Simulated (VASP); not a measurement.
# Sc2Si2B (P1) in VASP: single point with r2SCAN

Aim: the single point of Sc2Si2B with r2SCAN.

All numbers are computed with VASP 6.6.1; they aren't measurements. Logs are shortened: lines on timing, memory, paths and dates and some standing lists are left out, and cuts for length are marked.

## Step 1: The structure

The typed cell holds 5 atoms: a = 3.656 Å, b = 3.644 Å, c = 6.373 Å, α = 72.87°, β = 72.93°, γ = 90.36°.

The cell was built by a generator and needn't be a form met in nature.

## Step 2: Single point, r2SCAN

POSCAR

```
Sc2Si2B
1.0
   -0.0115223300      3.6560741700     -0.0171073800
    3.6435169500     -0.0115223300     -0.0210421500
    1.8497629000      1.8497282700     -5.8115923000
B Sc Si
1 2 2
Direct
    0.9846350000      0.0160920000      0.0017330000
    0.3447260000      0.3692830000      0.3037750000
    0.6711520000      0.6652100000      0.6978840000
    0.1640240000      0.1529380000      0.7078970000
    0.8660320000      0.8547450000      0.2609420000
```

INCAR.step1

```
SYSTEM = Sc2Si2B
PREC = Accurate
ENCUT = 520
ISMEAR = -5
SIGMA = 0.1
LREAL = .FALSE.
LASPH = .TRUE.
NELM = 100
LMAXMIX = 4
NBANDS = 24
GGA = PE
ALGO = Normal
EDIFF = 1E-4
LWAVE = .TRUE.
LCHARG = .FALSE.
```

INCAR.step2

```
SYSTEM = Sc2Si2B
PREC = Accurate
ENCUT = 520
EDIFF = 1E-7
ISMEAR = -1
SIGMA = 0.1
LREAL = .FALSE.
LASPH = .TRUE.
NELM = 100
ALGO = Normal
ISIF = 2
LWAVE = .FALSE.
LCHARG = .FALSE.
LMAXMIX = 4
METAGGA = R2SCAN
LMIXTAU = .TRUE.
LORBIT = 11
NBANDS = 24
ISTART = 1
```

KPOINTS

```
Automatic mesh
0
Gamma
  5 5 3
  0 0.5 0.5
```

Potentials or basis: VASP PAW PBE potentials, release 64 (B, Sc_sv, Si).

On the command line:

```console
$ cat potpaw_PBE.64/B/POTCAR potpaw_PBE.64/Sc_sv/POTCAR potpaw_PBE.64/Si/POTCAR > POTCAR
$ cp INCAR.step1 INCAR
$ mpirun -np 1 vasp_std > vasp.out
$ cp INCAR.step2 INCAR
$ mpirun -np 1 vasp_std > vasp.out
```

OUTCAR:

```text
SYSTEM = Sc2Si2B
   PREC = Accurate
   ENCUT = 520
   EDIFF = 1E-7
   ISMEAR = -1
   LREAL = .FALSE.
   LASPH = .TRUE.
   NELM = 100
   ISIF = 2
   METAGGA = R2SCAN
   LORBIT = 11
   ISTART = 1

 ion  position               nearest neighbor table
   1  0.985  0.016  0.002-   5 1.51   4 1.71
   2  0.345  0.369  0.304-   4 2.34   5 2.49   5 2.51   5 2.68   5 2.69   3 3.38   3 3.40
   3  0.671  0.665  0.698-   5 2.54   4 2.55   4 2.58   4 2.60   4 2.60   2 3.38   2 3.40
   4  0.164  0.153  0.708-   1 1.71   2 2.34   3 2.55   3 2.58   3 2.60   3 2.60
   5  0.866  0.855  0.261-   1 1.51   2 2.49   2 2.51   3 2.54   2 2.68   2 2.69

  LATTYP: Found a triclinic cell.
 ALAT       =     3.6561323503
 B/A-ratio  =     1.4162218510
 C/A-ratio  =     2.6582355498
 COS(alpha) =     0.0018231350
 COS(beta)  =     0.5663511768
 COS(gamma) =     0.7105279171

  Lattice vectors:

 A1 = (   0.0115223300,  -3.6560741700,   0.0171073800)
 A2 = (   3.6550392800,  -3.6675965000,  -0.0039347700)
 A3 = (  -5.4817575200,  -5.4942801100,   5.8497418300)

Analysis of symmetry for initial positions (statically):
=====================================================================
 Subroutine PRICEL returns:
 Original cell was already a primitive cell.

 Routine SETGRP: Setting up the symmetry group for a
 triclinic supercell.

 Subroutine GETGRP returns: Found  1 space group operations
 (whereof  1 operations were pure point group operations)
 out of a pool of  2 trial point group operations.

The static configuration has the point symmetry C_1 .

Analysis of symmetry for dynamics (positions and initial velocities):
=====================================================================
 Subroutine PRICEL returns:
 Original cell was already a primitive cell.

 Routine SETGRP: Setting up the symmetry group for a
 triclinic supercell.

 Subroutine GETGRP returns: Found  1 space group operations
 (whereof  1 operations were pure point group operations)
 out of a pool of  2 trial point group operations.

The dynamic configuration has the point symmetry C_1 .

 Subroutine INISYM returns: Found  1 space group operations
 (whereof  1 operations are pure point group operations),
 and found     1 'primitive' translations

----------------------------------------------------------------------------------------

                                     Primitive cell

  volume of cell :      77.1569

  direct lattice vectors                    reciprocal lattice vectors
    -0.011522330  3.656074170 -0.017107380     0.001372339  0.273931762  0.087624492
     3.643516950 -0.011522330 -0.021042150     0.274971934  0.001278016  0.087927170
     1.849762900  1.849728270 -5.811592300    -0.000999636 -0.000810991 -0.172646179

  length of vectors
     3.656132350  3.643595930  6.373203474     0.287608319  0.288690812  0.172650977

  position of ions in fractional coordinates (direct lattice)
     0.984635000  0.016092000  0.001733000
     0.344726000  0.369283000  0.303775000
     0.671152000  0.665210000  0.697884000
     0.164024000  0.152938000  0.707897000
     0.866032000  0.854745000  0.260942000

  ion indices of the primitive-cell ions
   primitive index   ion index
                 1           1
                 2           2
                 3           3
                 4           4
                 5           5

----------------------------------------------------------------------------------------

 KPOINTS: Automatic mesh

Automatic generation of k-mesh.
 Grid dimensions read from file:
 generate k-points for:    5    5    3

 Generating k-lattice:

  Cartesian coordinates                     Fractional coordinates (reciprocal lattice)
     0.000274468  0.054786352  0.017524898     0.200000000 -0.000000000  0.000000000
     0.054994387  0.000255603  0.017585434     0.000000000  0.200000000 -0.000000000
    -0.000333212 -0.000270330 -0.057548726     0.000000000  0.000000000  0.333333333

  Length of vectors
     0.057521664  0.057738162  0.057550326

  Shift w.r.t. Gamma in fractional coordinates (k-lattice)
     0.000000000  0.500000000  0.500000000

 Subroutine IBZKPT returns following result:
 ===========================================

 Found     38 irreducible k-points:

 Following reciprocal coordinates:
            Coordinates               Weight
 -0.000000  0.100000  0.166667      2.000000
  0.200000  0.100000  0.166667      2.000000
  0.400000  0.100000  0.166667      2.000000
 -0.400000  0.100000  0.166667      2.000000
 -0.200000  0.100000  0.166667      2.000000
 -0.000000  0.300000  0.166667      2.000000
[... 16 lines left out ...]
  0.400000 -0.100000  0.166667      2.000000
 -0.400000 -0.100000  0.166667      2.000000
 [... further k-points ...]
   k-points           NKPTS =     38   k-points in BZ     NKDIM =     38   number of bands    NBANDS=     24
   number of dos      NEDOS =    301   number of ions     NIONS =      5
   total plane-waves  NPLWV =  37632
   dimension x,y,z NGX =    28 NGY =   28 NGZ =   48
   dimension x,y,z NGXF=    56 NGYF=   56 NGZF=   96
   ions per type =               1   2   2
   NGX,Y,Z   is equivalent  to a cutoff of  12.73, 12.78, 12.52 a.u.
   NGXF,Y,Z  is equivalent  to a cutoff of  25.46, 25.55, 25.04 a.u.
 SYSTEM =  Sc2Si2B
   PREC   = accura    normal or accurate (medium, high low for compatibility)
   ISTART =      1    job   : 0-new  1-cont  2-samecut
   ICHARG =      0    charge: 1-file 2-atom 10-const
   ISPIN  =      1    spin polarized calculation?
   LNONCOLLINEAR =      F non collinear calculations
   LSORBIT =      F    spin-orbit coupling
   LASPH  =      T    aspherical Exc in radial PAW
   ENCUT  =  520.0 eV  38.22 Ry    6.18 a.u.   6.80  6.77 11.85*2*pi/ulx,y,z
   NELM   =    100;   NELMIN=  2; NELMDL=  0     # of ELM steps
   EDIFF  = 0.1E-06   stopping-criterion for ELM
   LREAL  =      F    real-space projection
   EDIFFG = 0.1E-05   stopping-criterion for IOM
   NSW    =      0    number of steps for IOM
   IBRION =     -1    ionic relax: 0-MD 1-quasi-New 2-CG
   NFREE  =      0    steps in history (QN), initial steepest desc. (CG)
   ISIF   =      2    stress and relaxation
   ISYM   =      2    0-nonsym 1-usesym 2-fastsym
   POTIM  = 0.5000    time-step for ionic-motion
   TEBEG  =    0.0;   TEEND  =   0.0 temperature during run
   PSTRESS=    0.0 pullay stress
   NELECT =      33.0000    total number of electrons
   NUPDOWN=      -1.0000    fix difference up-down
   EMIN   =  10.00;   EMAX   =-10.00  energy-range for DOS
   EFERMI =   0.00;   METHOD = LEGACY
   ISMEAR =    -1;   SIGMA  =   0.10  broadening in eV -4-tet -1-fermi 0-gaus
   EFERMI_NEDOS =   21; number of points for ismear=-14 and -15
   IALGO  =     38    algorithm
   IMIX   =      4    mixing-type and parameters
     AMIX     =   0.40;   BMIX     =  1.00
     AMIX_MAG =   1.60;   BMIX_MAG =  1.00
  volume/ion in A,a.u.               =      15.43       104.14
  Fermi-wavevector in a.u.,A,eV,Ry     =   1.233449  2.330881 20.699866  1.521397
  Thomas-Fermi vector in A             =   2.368179
   LORBIT       =     11    0 simple, 1 ext, 2 COOP (PROOUT), +10 PAW based schemes
   METAGGA = R2SCAN    functional components
   LHFCALC =     F    Hartree Fock is set to
   AEXX    =    0.0000 exact exchange contribution
   IVDW    =     0    specifies the selected vdW correction
   LEPSILON=     F    determine dielectric tensor
   LRPA    =     F    only Hartree local field effects (RPA)
 non-spin polarized calculation
  energy-cutoff  :      520.00
  volume of cell :       77.16
 maximum number of plane-waves:      2092
   NGX = 13   NGY = 13   NGZ = 23

 number of electron      33.0000000 magnetization

 Free energy of the ion-electron system (eV)
  ---------------------------------------------------
  ext. energy  EPLUGINS =         0.00000000
  ---------------------------------------------------
  free energy    TOTEN  =       -44.53955899 eV

  energy without entropy =      -44.48687868  energy(sigma->0) =      -44.51321884

 E-fermi :   6.3158     XC(G=0): -11.3500

 val. band max:        6.3148921222   @ k =  -0.4000   0.3000   0.1667
 cond. band min:       6.3674151682   @ k =  -0.2000   0.1000   0.5000
 fundamental gap:      0.0525230461
 Fermi energy:         6.3157838700

 k-point     1 :      -0.0000    0.1000    0.1667
  band No.  band energies     occupation
      1     -44.7669      2.00000
      2     -44.6471      2.00000
      3     -22.6227      2.00000
      4     -22.4776      2.00000
      5     -22.4530      2.00000
      6     -22.4336      2.00000
[... 16 lines left out ...]
     23       9.5796      0.00000
     24       9.8421      0.00000

 k-point     2 :       0.2000    0.1000    0.1667
  band No.  band energies     occupation
      1     -44.7644      2.00000
      2     -44.6453      2.00000
      3     -22.6201      2.00000
      4     -22.5115      2.00000
      5     -22.4608      2.00000
      6     -22.4251      2.00000
[... 16 lines left out ...]
     23       9.4105      0.00000
     24      10.3681      0.00000

 k-point     3 :       0.4000    0.1000    0.1667
  band No.  band energies     occupation
      1     -44.7599      2.00000
      2     -44.6428      2.00000
      3     -22.6103      2.00000
      4     -22.5711      2.00000
      5     -22.4510      2.00000
      6     -22.4453      2.00000
[... 16 lines left out ...]
     23       9.8580      0.00000
     24      10.0225      0.00000
[... 514 lines left out ...]
 k-point    23 :       0.4000   -0.1000    0.1667
  band No.  band energies     occupation
      1     -44.7600      2.00000
      2     -44.6427      2.00000
      3     -22.6124      2.00000
      4     -22.5703      2.00000
      5     -22.4528      2.00000
      6     -22.4450      2.00000
[... 16 lines left out ...]
     23       9.8665      0.00000
     24       9.9573      0.00000

 k-point    24 :      -0.4000   -0.1000    0.1667
  band No.  band energies     occupation
      1     -44.7597      2.00000
      2     -44.6430      2.00000
      3     -22.5962      2.00000
      4     -22.5797      2.00000
      5     -22.4586      2.00000
      6     -22.4398      2.00000
[... 16 lines left out ...]
     23       9.9562      0.00000
     24      10.3886      0.00000

 [... further k-points ...]

------------------------ aborting loop because EDIFF is reached ----------------------------------------

  FORCE on cell =-STRESS in cart. coord.  units (eV):
  Direction    XX          YY          ZZ          XY          YZ          ZX
  --------------------------------------------------------------------------------------
  -------------------------------------------------------------------------------------
  Total        7.7657866      7.6532442     42.1309188      0.3344884      0.0619411      1.8308694
  in kB      161.2581001    158.9211357    874.8568964      6.9457174      1.2862185     38.0183676
  external PRESSURE =     398.3453774 kB  Pullay stress =       0.0000000 kB

 VOLUME and BASIS-vectors are now :
 -----------------------------------------------------------------------------
  energy-cutoff  :      520.00
  volume of cell :       77.16
      direct lattice vectors                 reciprocal lattice vectors
    -0.011522330  3.656074170 -0.017107380     0.001372339  0.273931762  0.087624492
     3.643516950 -0.011522330 -0.021042150     0.274971934  0.001278016  0.087927170
     1.849762900  1.849728270 -5.811592300    -0.000999636 -0.000810991 -0.172646179

 POSITION                                       TOTAL-FORCE (eV/Angst)
 -----------------------------------------------------------------------------------
      0.05049      3.60292     -0.02725         1.025572     -0.698477     10.677234
      1.90343      1.81799     -1.77908        -1.405695     -0.022800      2.633171
      3.70689      3.73701     -4.08130        -0.360491     -0.090367     -0.967967
      1.86478      1.90734     -4.12003         0.208820      0.319143      2.831054
      3.58698      3.63910     -1.54929         0.531793      0.492501    -15.173492
 -----------------------------------------------------------------------------------
    total drift:                               -0.000028     -0.000414     -0.000579

  FREE ENERGIE OF THE ION-ELECTRON SYSTEM (eV)
  ---------------------------------------------------
  free  energy   TOTEN  =       -44.5395589895 eV

  energy  without entropy=      -44.4868786812  energy(sigma->0) =      -44.51321884

 total charge

# of ion       s       p       d       tot
------------------------------------------
    1        0.839   1.423   0.000   2.263
    2        2.206   6.188   1.287   9.681
    3        2.193   6.172   1.225   9.590
    4        0.825   1.200   0.000   2.025
    5        0.857   1.307   0.000   2.164
--------------------------------------------------
tot          6.921  16.291   2.512  25.724
```

It took 3.2 min on 1 thread of Intel Xeon Platinum 8559C (Emerald Rapids), shared host; peak memory 0.23 GiB.

Results:

| Quantity | Value |
| --- | --- |
| Free energy | -44.5396 eV |
| Pressure | 39.8 GPa |
| Largest force | 15.191 eV/Å |
| Band gap on the k mesh | none (metal or under the smearing width) |
| Valence electrons inside the program's atomic spheres | B 2.26; Sc 9.68, 9.59; Si 2.02, 2.16 |

Forces on the atoms (eV/Å):
```
B     1.026  -0.698  10.677
Sc   -1.406  -0.023   2.633
Sc   -0.360  -0.090  -0.968
Si    0.209   0.319   2.831
Si    0.532   0.493 -15.173
```

Caveat: the k mesh is coarse (spacing up to 0.36 Å⁻¹), so the values aren't converged; a pressure of tens of GPa on the cell as given is suspect, and the run, the potentials or the cell itself is likely at fault; the PAW data sets were made with another functional, which shifts forces and pressure a little.
